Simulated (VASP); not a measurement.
Output of a VASP run:

File OSZICAR:
```
       N       E                     dE             d eps       ncg     rms          rms(c)
DAV:   1     0.680559260257E+02    0.68056E+02   -0.54576E+03   200   0.769E+02
DAV:   2    -0.286244781516E+01   -0.70918E+02   -0.67468E+02   268   0.208E+02
DAV:   3    -0.663836455519E+01   -0.37759E+01   -0.37662E+01   248   0.431E+01
DAV:   4    -0.674001532776E+01   -0.10165E+00   -0.10155E+00   308   0.642E+00
DAV:   5    -0.674063395444E+01   -0.61863E-03   -0.61861E-03   248   0.556E-01    0.336E+00
DAV:   6    -0.644398993391E+01    0.29664E+00   -0.55881E-01   228   0.408E+00    0.279E+00
DAV:   7    -0.643894924183E+01    0.50407E-02   -0.16549E-01   244   0.242E+00    0.161E+00
DAV:   8    -0.646299486729E+01   -0.24046E-01   -0.30571E-02   244   0.143E+00    0.216E-01
DAV:   9    -0.646470397533E+01   -0.17091E-02   -0.19000E-03   248   0.290E-01    0.129E-01
DAV:  10    -0.646625209050E+01   -0.15481E-02   -0.21333E-03   200   0.334E-01    0.339E-02
DAV:  11    -0.646627515311E+01   -0.23063E-04   -0.47217E-05   260   0.435E-02    0.126E-02
DAV:  12    -0.646628944050E+01   -0.14287E-04   -0.21909E-05   216   0.338E-02    0.121E-02
DAV:  13    -0.646628874964E+01    0.69086E-06   -0.15150E-06   236   0.895E-03
   1 F= -.64662887E+01 E0= -.64662887E+01  d E =-.154749E-15
```

OUTCAR:
```
------------------------ aborting loop because EDIFF is reached ----------------------------------------
  FORCE on cell =-STRESS in cart. coord.  units (eV):
  Direction    XX          YY          ZZ          XY          YZ          ZX
  --------------------------------------------------------------------------------------
  Total        0.5912859      0.5912859      0.5912859     -0.0000000      0.0000000      0.0000000
  in kB       14.9786340     14.9786340     14.9786340     -0.0000000      0.0000000      0.0000000
  external PRESSURE =      14.9786340 kB  Pullay stress =       0.0000000 kB
  volume of cell :       63.25
      direct lattice vectors                 reciprocal lattice vectors
     0.000000000  3.162292000  3.162292000    -0.158113166  0.158113166  0.158113166
     3.162292000  0.000000000  3.162292000     0.158113166 -0.158113166  0.158113166
     3.162292000  3.162292000  0.000000000     0.158113166  0.158113166 -0.158113166
  FREE ENERGIE OF THE ION-ELECTRON SYSTEM (eV)
  ---------------------------------------------------
  free  energy   TOTEN  =        -6.4662887496 eV

  energy  without entropy=       -6.4662887496  energy(sigma->0) =       -6.46628875
```
(Selected blocks of OUTCAR.)

POSCAR:
```
KCl
1
    0.0000000000     3.1622920000     3.1622920000
    3.1622920000     0.0000000000     3.1622920000
    3.1622920000     3.1622920000     0.0000000000
K Cl
1 1
Direct
  0.0000000000   0.0000000000   0.0000000000
  0.5000000000   0.5000000000   0.5000000000
```

Reconstruct the remaining input files.

Several could match; the one computed here: the input of the run itself, revPBE GGA, plane waves, VASP's PBE PAW potentials (set 64).

INCAR:
```
# general
SYSTEM = KCl
PREC   = Accurate
ENCUT  = 300   # plane-wave cut-off (eV)
LREAL  = .FALSE.
LASPH  = .TRUE.   # aspherical one-centre terms

# electronic loop
EDIFF  = 1E-6
NELM   = 100   # most electronic steps
ALGO   = Normal   # blocked Davidson

# smearing
ISMEAR = 0
SIGMA  = 0.01   # width (eV)

# functional
GGA    = RE

# ions
ISIF   = 2

# output
LWAVE  = .FALSE.
LCHARG = .FALSE.
```

**KPOINTS**
```
Automatic mesh
0
Gamma
4 4 4
0 0 0
```

POTCAR, in this order: K_sv Cl (PBE.64 set). Program: vasp_std.

At this cut-off the stress carries a Pulay error, which pulls relaxed volumes low.

The structure comes from a computed database's KCl entry; how it stands against other phases isn't given here. The cell was not relaxed at this level. The k-mesh is coarse (spacing up to 0.43 per Å, 2π included), so the numbers may not be converged in it. The run is one of a series of settings (KPOINTS 4×4×4 Γ-centred mesh against the base run), some of them coarse on purpose.
